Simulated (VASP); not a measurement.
All values below come from LDA (Ceperley-Alder, Perdew-Zunger), VASP's LDA PAW potentials (set 64) (plane waves; VASP).

VASP ran on this input.

File KPOINTS:
```
Automatic mesh
0
Gamma
  9 9 9
0 0 0
```

File POSCAR:
```
ZnS
1.0
  0.0000000000   2.4673094390   2.4673094390
  2.4673094390   0.0000000000   2.4673094390
  2.4673094390   2.4673094390   0.0000000000
Zn S
1 1
Cartesian
  2.4673094390   2.4673094390   0.0000000000
  1.2336547195   1.2336547195   1.2336547195
```

INCAR:
```
ALGO  =  Normal
EDIFF  =  1E-6
EDIFFG  =  -0.02
ENCUT  =  500
IBRION  =  2
ISIF  =  3
ISMEAR  =  0
LASPH  =  T
LCHARG  =  F
LMAXMIX  =  4
LREAL  =  F
LWAVE  =  F
NELM  =  100
NSW  =  40
PREC  =  Accurate
PSTRESS  =  450
SIGMA  =  0.05
SYSTEM  =  ZnS
```

POTCAR, in this order: Zn S (LDA.64 set). Program: vasp_std.

Problem. What will the output report for the number of irreducible k-points (NKPTS), largest plane-wave count, number of space-group operations, FFT grid (NGX, NGY, NGZ)?

Solution. 
```json
{
  "number of irreducible k-points (NKPTS)": "35",
  "largest_plane_wave_count": "775",
  "number_of_space_group_operations": "24",
  "FFT grid (NGX, NGY, NGZ)": "28 × 28 × 28"
}
```

The compound is ZnS in the zinc blende structure. This run relaxes it under an external pressure of 45 GPa. Symmetry was kept, so distortions that lower it aren't found.
